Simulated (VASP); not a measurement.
# ZrC: accuracy against cost in the PAW data sets and SCF threshold

Aim: find what the PAW data sets and SCF threshold change for ZrC, and what they cost. The atoms are off their equilibrium sites, so that forces can be compared too. The series runs use LDA. The PAW data sets tried: minimal 64: Zr_sv C; recommended 54: Zr_sv C; gw 64: Zr_sv_GW C_GW; hard 64: Zr_sv C_h; soft 64: Zr_sv C_s. The SCF threshold tried: EDIFF = 0.01; EDIFF = 0.001; EDIFF = 1E-04; EDIFF = 1E-05; EDIFF = 1E-06; EDIFF = 1E-08. The atoms of the start are displaced at random from the sites of a Fm-3m cell.

Calculated with VASP 6.6.1; LDA; plane waves and PAW (Zr_sv, C), in the first sound run; inputs show where later runs differ.

The database entry behind the starting cell differs from later determinations by our own check (0.1 to 0.3 % short, probably kX units), so it need not match the best structure at ambient conditions.

**1. The starting structure**

The structure is monoclinic, space group Cm (No. 8). That holds within 0.01 Å; VASP, at its tighter tolerance, finds 1 operation. Conventional cell: a = 5.735 Å, b = 3.311 Å, c = 3.311 Å, α = 90.00°, β = 125.26°, γ = 90.00°. Nearest to Zr lie 6 C at 2.31 to 2.38 Å. Nearest to C lie 6 Zr at 2.31 to 2.38 Å. Farther neighbours are not listed. That group holds within 0.01 Å; judged at 0.001 Å it is P1 (No. 1).

Structure file:

```cif
data_structure
_symmetry_space_group_name_H-M 'Cm'
_symmetry_Int_Tables_number 8
_cell_length_a 5.7352
_cell_length_b 3.3112
_cell_length_c 3.3112
_cell_angle_alpha 90.000
_cell_angle_beta 125.264
_cell_angle_gamma 90.000
_cell_volume 51.34
loop_
_atom_site_label
_atom_site_type_symbol
_atom_site_symmetry_multiplicity
_atom_site_Wyckoff_symbol
_atom_site_fract_x
_atom_site_fract_y
_atom_site_fract_z
_atom_site_occupancy
Zr1 Zr 2 a 0.99962 0.00000 0.00909 1
C1 C 2 a 0.49593 0.00000 0.49129 1
```

**2. PAW data sets: minimal 64: Zr sv C**

Data sets differ in which electrons are valence and how hard the partial waves are. LDA, the lowest rung, knows the local density alone.

INCAR

```
SYSTEM = ZrC
PREC = Accurate
ENCUT = 520
EDIFF = 1E-06
NELM = 100
ISMEAR = -1
SIGMA = 0.05
LREAL = .FALSE.
ALGO = Normal
GGA = CA
NBANDS = 14
LORBIT = 11
LWAVE = .FALSE.
LCHARG = .FALSE.
KPAR = 2
ISIF = 2
```

POSCAR

```
ZrC
1.0
    0.0000000000      2.3414000000      2.3414000000
    2.3414000000      0.0000000000      2.3414000000
    2.3414000000      2.3414000000      0.0000000000
Zr C
1 1
Direct
   -0.0041130000      0.0135840000     -0.0003790000
    0.4854680000      0.5108950000      0.4949310000
```

KPOINTS

```
Automatic mesh
0
Gamma
8 8 8
0 0 0
```

PAW data sets: Zr_sv and C (PBE family, release 64).

On the command line:

```bash
> mpirun -np 2 vasp_std
```

What it wrote:

```text
[banner, memory and clock lines left out]
running    2 mpi-ranks, on    1 nodes
 distrk:  each k-point on    1 cores,    2 groups
 distr:  one band on    1 cores,    1 groups

 POSCAR found type information on POSCAR ZrC
 POSCAR found :  2 types and       2 ions
|                                                                             |
|               ----> ADVICE to this user running VASP <----                  |
|                                                                             |
|     You enforced a specific xc type in the INCAR file but a different       |
|     [... a line on the potential file left out ...]
|     I HOPE YOU KNOW WHAT YOU ARE DOING!                                     |
|                                                                             |

 LDA part: xc-table for (Slater(with rela. corr.)+CA(PZ))
 , standard interpolation
 POSCAR, INCAR and KPOINTS ok, starting setup
 FFT: planning ... GRIDC
 FFT: planning ... GRID_SOFT
 FFT: planning ... GRID
 WAVECAR not read
 entering main loop
       N       E                     dE             d eps       ncg     rms          rms(c)
DAV:   1     0.102560609075E+03    0.10256E+03   -0.87580E+03  7296   0.115E+03
DAV:   2    -0.198422745201E+02   -0.12240E+03   -0.11421E+03  9038   0.303E+02
DAV:   3    -0.246093918462E+02   -0.47671E+01   -0.47228E+01 10574   0.530E+01
DAV:   4    -0.247324622155E+02   -0.12307E+00   -0.12301E+00  9146   0.775E+00
DAV:   5    -0.247352433353E+02   -0.27811E-02   -0.27810E-02 10324   0.899E-01    0.217E+01
DAV:   6    -0.214993191841E+02    0.32359E+01   -0.78468E+00  8864   0.242E+01    0.809E+00
DAV:   7    -0.213425302348E+02    0.15679E+00   -0.52782E-01  8356   0.629E+00    0.686E+00
DAV:   8    -0.213410502047E+02    0.14800E-02   -0.32970E-01  8624   0.426E+00    0.455E+00
DAV:   9    -0.213111106166E+02    0.29940E-01   -0.82241E-02  8216   0.196E+00    0.352E-01
DAV:  10    -0.213114115299E+02   -0.30091E-03   -0.22582E-03 10024   0.505E-01    0.403E-01
DAV:  11    -0.213112231614E+02    0.18837E-03   -0.70644E-04  8120   0.222E-01    0.441E-02
DAV:  12    -0.213112197894E+02    0.33720E-05   -0.13632E-05  9828   0.264E-02    0.115E-02
DAV:  13    -0.213112192602E+02    0.52918E-06   -0.16099E-06  7936   0.902E-03
   1 F= -.21311219E+02 E0= -.21309764E+02  d E =-.291029E-02
```

Run time: 42 s. Hardware: 2 MPI ranks of Intel Xeon Platinum 8259CL at 2.50GHz (Skylake/Cascade Lake), shared host; peak memory 0.41 GiB; 82 s of CPU time.

Lines that name or quote the potential files are left out of all logs, and their timing lines are given in words.

OUTCAR, selected parts (step 2):

```text
ion  position               nearest neighbor table
   1  0.996  0.014  1.000-   2 2.31   2 2.31   2 2.32   2 2.36   2 2.37   2 2.38
   2  0.485  0.511  0.495-   1 2.31   1 2.31   1 2.32   1 2.36   1 2.37   1 2.38

  LATTYP: Found a face centered cubic cell.
 ALAT       =     4.6828000000

 Subroutine GETGRP returns: Found  1 space group operations
 (whereof  1 operations were pure point group operations)

The static configuration has the point symmetry C_1 .

 Found    260 irreducible k-points:

   k-points           NKPTS =    260   k-points in BZ     NKDIM =    260   number of bands    NBANDS=     14

   dimension x,y,z NGX =    28 NGY =   28 NGZ =   28
   dimension x,y,z NGXF=    56 NGYF=   56 NGZF=   56

   ENCUT  =  520.0 eV  38.22 Ry    6.18 a.u.   6.16  6.16  6.16*2*pi/ulx,y,z

   NELECT =      16.0000    total number of electrons

 k-points in reciprocal lattice and weights: Automatic mesh
   0.00000000  0.00000000  0.00000000       0.002
   0.12500000  0.00000000  0.00000000       0.004
   0.00000000  0.12500000  0.00000000       0.004
   0.00000000  0.00000000  0.12500000       0.004
   0.12500000  0.12500000  0.12500000       0.004
   0.25000000  0.00000000  0.00000000       0.004
   0.00000000  0.25000000  0.00000000       0.004
   0.00000000  0.00000000  0.25000000       0.004
   0.25000000  0.25000000  0.25000000       0.004
[...]
0.25000000 -0.25000000  0.50000000       0.004
   0.50000000  0.25000000 -0.25000000       0.004

 average (electrostatic) potential at core
       1 -72.8140       2 -43.9714

 E-fermi :   9.4199

 k-point     1 :       0.0000    0.0000    0.0000
  band No.  band energies     occupation
      1     -38.2704      2.00000
      2     -16.1230      2.00000
      3     -16.1227      2.00000
      4     -16.1224      2.00000
      5      -1.7078      2.00000
      6      10.1369      0.00000
      7      10.2193      0.00000
      8      10.3187      0.00000
      9      10.5636      0.00000
     10      10.6948      0.00000
    ...

 k-point     2 :       0.1250    0.0000    0.0000
  band No.  band energies     occupation
    ...
      4     -16.1348      2.00000
      5      -1.3485      2.00000
      6       8.6313      2.00000
      7       9.0571      1.99859
      8       9.1119      1.99579
      9      11.0212      0.00000
     10      11.0392      0.00000
     11      11.5269      0.00000
     12      13.9116      0.00000
     13      13.9194      0.00000
    ...

 k-point     3 :       0.0000    0.1250    0.0000
  band No.  band energies     occupation
    ...
      4     -16.1349      2.00000
      5      -1.3483      2.00000
      6       8.6168      2.00000
      7       9.0561      1.99862
      8       9.1406      1.99253
      9      11.0227      0.00000
     10      11.0307      0.00000
     11      11.5124      0.00000
     12      13.9038      0.00000
     13      13.9362      0.00000
    ...

  Total       -0.8369248     -0.7969245     -0.8098930     -0.0086097     -0.0160537     -0.0072953
  in kB      -52.2324252    -49.7360060    -50.5453686     -0.5373304     -1.0019103     -0.4553020
  external PRESSURE =     -50.8379332 kB  Pullay stress =       0.0000000 kB

  energy-cutoff  :      520.00
  volume of cell :       25.67
      direct lattice vectors                 reciprocal lattice vectors
     0.000000000  2.341400000  2.341400000    -0.213547450  0.213547450  0.213547450
     2.341400000  0.000000000  2.341400000     0.213547450 -0.213547450  0.213547450
     2.341400000  2.341400000  0.000000000     0.213547450  0.213547450 -0.213547450

 POSITION                                       TOTAL-FORCE (eV/Angst)
 -----------------------------------------------------------------------------------
      2.37232      4.67228      2.36358        -0.125418     -0.253945     -0.220982
      2.35504      2.29551      2.33288         0.125418      0.253945      0.220982
 -----------------------------------------------------------------------------------
    total drift:                               -0.000006     -0.000058     -0.000062

  FREE ENERGIE OF THE ION-ELECTRON SYSTEM (eV)
  ---------------------------------------------------
  free  energy   TOTEN  =       -21.3112192602 eV

  energy  without entropy=      -21.3083089724  energy(sigma->0) =      -21.30976412

 total charge
# of ion       s       p       d       tot
------------------------------------------
    1        2.181   6.041   1.671   9.893
    2        0.870   1.478   0.000   2.348
--------------------------------------------------
tot          3.051   7.518   1.671  12.241

[... 3 further parts left out ...]
```

The k-mesh is coarse for a metal. The PAW data sets were made with PBE, though LDA sets exist; this is a small mismatch.

Numbers from this step:

```yaml
scf_cycles: 13
electrons: 16
bands: 14
irreducible_k_points: 260
symmetry_operations: 1
free_energy_toten: -21.31 eV
energy_at_zero_smearing: -21.31 eV
fermi_energy: 9.420 eV
pressure: -5.084 GPa
metallic: yes
```

The series starts at -10.6549 eV an atom and -5.08 GPa, after 13 cycles in 42 s.

**3. PAW data sets: recommended 54: Zr sv C**

INCAR is that of step 2.

POSCAR is that of step 2.

KPOINTS is that of step 2.

The projector-augmented-wave data sets are Zr_sv and C (PBE family, release 54).

On the command line:

```bash
> mpirun -np 2 vasp_std
```

What it wrote:

```text
[banner, memory and clock lines left out]
running    2 mpi-ranks, on    1 nodes
[...]
[... a notice as in an earlier step ...]

 LDA part: xc-table for (Slater(with rela. corr.)+CA(PZ))
 , standard interpolation
 POSCAR, INCAR and KPOINTS ok, starting setup
[...]
entering main loop
       N       E                     dE             d eps       ncg     rms          rms(c)
[... 13 cycles as in an earlier step ...]
   1 F= -.21311219E+02 E0= -.21309764E+02  d E =-.291029E-02
```

Wall time 42 s (2 MPI ranks); peak memory 0.4 GiB.

OUTCAR, selected parts (step 3):

```text
[... 6 parts as in an earlier step ...]

[... 1 further part left out ...]
[key lines of the parts left out:]
E-fermi :   9.4199
```

With 16 valence electrons the pressure is -5.08 GPa, +0.00 GPa from the first of the series, after 13 cycles in 42 s.

**4. PAW data sets: GW 64: Zr sv GW C GW**

This step: LDA; plane waves and PAW (Zr_sv_GW, C_GW) (VASP 6.6.1).

Edit INCAR of step 3 so:

```diff
@@ -2,3 +2,3 @@
 PREC = Accurate
-ENCUT = 520
+ENCUT = 540
 EDIFF = 1E-06
```

POSCAR is that of step 3.

KPOINTS is that of step 3.

Potentials, in the order of the species: Zr_sv_GW and C_GW (PBE family, release 64).

On the command line:

```bash
> mpirun -np 2 vasp_std
```

What it wrote:

```text
[... set-up lines as in an earlier step ...]
 entering main loop
       N       E                     dE             d eps       ncg     rms          rms(c)
DAV:   1     0.982501288347E+02    0.98250E+02   -0.86150E+03  7288   0.118E+03
DAV:   2    -0.201873145473E+02   -0.11844E+03   -0.10707E+03 10948   0.385E+02
DAV:   3    -0.277440892432E+02   -0.75568E+01   -0.74490E+01 10142   0.845E+01
DAV:   4    -0.279221484241E+02   -0.17806E+00   -0.17790E+00  9146   0.174E+01
[...]
DAV:  12    -0.231372349873E+02   -0.24638E-05   -0.26054E-05  9486   0.616E-02    0.656E-03
DAV:  13    -0.231372335361E+02    0.14512E-05   -0.34547E-06 10032   0.229E-02    0.129E-03
DAV:  14    -0.231372335373E+02   -0.11771E-08   -0.40891E-07  5086   0.724E-03
   1 F= -.23137234E+02 E0= -.23135774E+02  d E =-.291904E-02
```

Elapsed: 50 s, on 2 MPI ranks; peak memory 0.5 GiB; 98 s of CPU time.

OUTCAR, selected parts (step 4):

```text
  Total       -0.9815350     -0.9414516     -0.9544812     -0.0085792     -0.0159189     -0.0072351
  in kB      -61.2575375    -58.7559360    -59.5691113     -0.5354296     -0.9934965     -0.4515439
  external PRESSURE =     -59.8608616 kB  Pullay stress =       0.0000000 kB

 POSITION                                       TOTAL-FORCE (eV/Angst)
 -----------------------------------------------------------------------------------
      2.37232      4.67228      2.36358        -0.126154     -0.254077     -0.220546
      2.35504      2.29551      2.33288         0.126154      0.254077      0.220546
 -----------------------------------------------------------------------------------
    total drift:                               -0.002624     -0.002680     -0.001190

  FREE ENERGIE OF THE ION-ELECTRON SYSTEM (eV)
  ---------------------------------------------------
  free  energy   TOTEN  =       -23.1372335373 eV

  energy  without entropy=      -23.1343144944  energy(sigma->0) =      -23.13577402

[... 1 part as in an earlier step ...]

[... 2 further parts left out ...]
[key lines of the parts left out:]
E-fermi :   9.3216
```

With 16 valence electrons the pressure is -5.99 GPa, -0.90 GPa from the first of the series, after 14 cycles in 50 s.

**5. PAW data sets: hard 64: Zr sv C h**

This step: LDA; plane waves and PAW (Zr_sv, C_h) (VASP 6.6.1).

Edit INCAR of step 4 so:

```diff
@@ -2,3 +2,3 @@
 PREC = Accurate
-ENCUT = 540
+ENCUT = 970
 EDIFF = 1E-06
```

POSCAR is that of step 4.

KPOINTS is that of step 4.

Potentials, in the order of the species: Zr_sv and C_h (PBE family, release 64).

On the command line:

```bash
> mpirun -np 2 vasp_std
```

What it wrote:

```text
[... set-up lines as in an earlier step ...]
 entering main loop
       N       E                     dE             d eps       ncg     rms          rms(c)
DAV:   1     0.153938151027E+03    0.15394E+03   -0.12708E+04  7280   0.189E+03
DAV:   2    -0.155231528576E+02   -0.16946E+03   -0.15730E+03  8840   0.374E+02
DAV:   3    -0.243393924759E+02   -0.88162E+01   -0.86134E+01 10592   0.774E+01
DAV:   4    -0.247077384339E+02   -0.36835E+00   -0.36814E+00  9412   0.137E+01
[...]
DAV:  12    -0.213146798526E+02   -0.31290E-06   -0.20730E-05  8748   0.442E-02    0.470E-02
DAV:  13    -0.213146748440E+02    0.50086E-05   -0.10544E-05  8444   0.241E-02    0.193E-03
DAV:  14    -0.213146748488E+02   -0.47212E-08   -0.12214E-07  4498   0.378E-03
   1 F= -.21314675E+02 E0= -.21313219E+02  d E =-.291122E-02
```

Wall time 83 s (2 MPI ranks); peak memory 0.73 GiB.

From OUTCAR (step 5):

```text
  Total       -0.8459000     -0.8057042     -0.8187277     -0.0085926     -0.0160194     -0.0072742
  in kB      -52.7925627    -50.2839473    -51.0967422     -0.5362624     -0.9997713     -0.4539831
  external PRESSURE =     -51.3910840 kB  Pullay stress =       0.0000000 kB

 POSITION                                       TOTAL-FORCE (eV/Angst)
 -----------------------------------------------------------------------------------
      2.37232      4.67228      2.36358        -0.125240     -0.253597     -0.220678
      2.35504      2.29551      2.33288         0.125240      0.253597      0.220678
 -----------------------------------------------------------------------------------
    total drift:                               -0.000008     -0.000032     -0.000028

  FREE ENERGIE OF THE ION-ELECTRON SYSTEM (eV)
  ---------------------------------------------------
  free  energy   TOTEN  =       -21.3146748488 eV

  energy  without entropy=      -21.3117636317  energy(sigma->0) =      -21.31321924

[... 1 part as in an earlier step ...]

[... 2 further parts left out ...]
[key lines of the parts left out:]
E-fermi :   9.6871
```

With 16 valence electrons the pressure is -5.14 GPa, -0.06 GPa from the first of the series, after 14 cycles in 83 s.

**6. PAW data sets: soft 64: Zr sv C s**

This step: LDA; plane waves and PAW (Zr_sv, C_s) (VASP 6.6.1).

Edit INCAR of step 5 so:

```diff
@@ -2,3 +2,3 @@
 PREC = Accurate
-ENCUT = 970
+ENCUT = 400
 EDIFF = 1E-06
```

POSCAR is that of step 5.

KPOINTS is that of step 5.

The projector-augmented-wave data sets are Zr_sv and C_s (PBE family, release 64).

On the command line:

```bash
> mpirun -np 2 vasp_std
```

What it wrote:

```text
[... set-up lines as in an earlier step ...]
 entering main loop
       N       E                     dE             d eps       ncg     rms          rms(c)
DAV:   1     0.104350969538E+03    0.10435E+03   -0.72664E+03  7304   0.964E+02
DAV:   2    -0.196097534693E+02   -0.12396E+03   -0.11258E+03  8710   0.335E+02
DAV:   3    -0.245719884484E+02   -0.49622E+01   -0.48876E+01 10686   0.602E+01
DAV:   4    -0.247448231894E+02   -0.17283E+00   -0.17272E+00  9118   0.980E+00
[...]
DAV:  10    -0.213105867338E+02   -0.66559E-04   -0.10205E-03  8818   0.370E-01    0.164E-01
DAV:  11    -0.213105222540E+02    0.64480E-04   -0.15903E-04 11976   0.163E-01    0.262E-02
DAV:  12    -0.213105220245E+02    0.22950E-06   -0.61605E-06 10726   0.277E-02
   1 F= -.21310522E+02 E0= -.21309066E+02  d E =-.291230E-02
```

The job ended after 19 s (2 MPI ranks; peak memory 0.33 GiB; 37 s of CPU time).

OUTCAR, selected parts (step 6):

```text
  Total       -0.8583677     -0.8179886     -0.8310574     -0.0086229     -0.0160757     -0.0072962
  in kB      -53.5706727    -51.0506152    -51.8662410     -0.5381518     -1.0032849     -0.4553549
  external PRESSURE =     -52.1625096 kB  Pullay stress =       0.0000000 kB

 POSITION                                       TOTAL-FORCE (eV/Angst)
 -----------------------------------------------------------------------------------
      2.37232      4.67228      2.36358        -0.125344     -0.253818     -0.220875
      2.35504      2.29551      2.33288         0.125344      0.253818      0.220875
 -----------------------------------------------------------------------------------
    total drift:                               -0.000004      0.000007      0.000011

  FREE ENERGIE OF THE ION-ELECTRON SYSTEM (eV)
  ---------------------------------------------------
  free  energy   TOTEN  =       -21.3105220245 eV

  energy  without entropy=      -21.3076097256  energy(sigma->0) =      -21.30906588

[... 1 part as in an earlier step ...]

[... 2 further parts left out ...]
[key lines of the parts left out:]
E-fermi :   9.7460
```

With 16 valence electrons the pressure is -5.22 GPa, -0.13 GPa from the first of the series, after 12 cycles in 19 s.

**7. The PAW data sets series as a table**

This step: convergence of LDA results with the datasets; plane waves and PAW (VASP 6.6.1).

This step runs nothing: it gathers the runs above.

Differences are taken from the run with minimal 64: Zr_sv C. Results of the series, by row:

```
                        setting     status  pressure (GPa)  largest force difference (meV/Å)  SCF cycles  wall time (s)
    minimal 64: Zr_sv C, 520 eV  converged          -5.084                                 0          13             42
recommended 54: Zr_sv C, 520 eV  converged          -5.084                                 0          13             42
   gw 64: Zr_sv_GW C_GW, 540 eV  converged          -5.986                             0.736          14             50
     hard 64: Zr_sv C_h, 970 eV  converged          -5.139                             0.348          14             83
     soft 64: Zr_sv C_s, 400 eV  converged          -5.216                             0.127          12             19
```

(Continued in part 2 of 2.)

[Lines on the potential files, build, host, timing and source positions are cut from VASP's logs without a mark.]

[Logs are printed without paths, hosts, clocks, repeated set-up lines and the standing remarks that a program may print on its own settings, such as how far it seeks lower states.]

[Hosts, paths, dates, database ids (printed as entryN), source tags and the programs' standing remarks are cut or masked in the printed files.]

[A measured line is paired with the nearest computed mode of its activity, which favours agreement.]
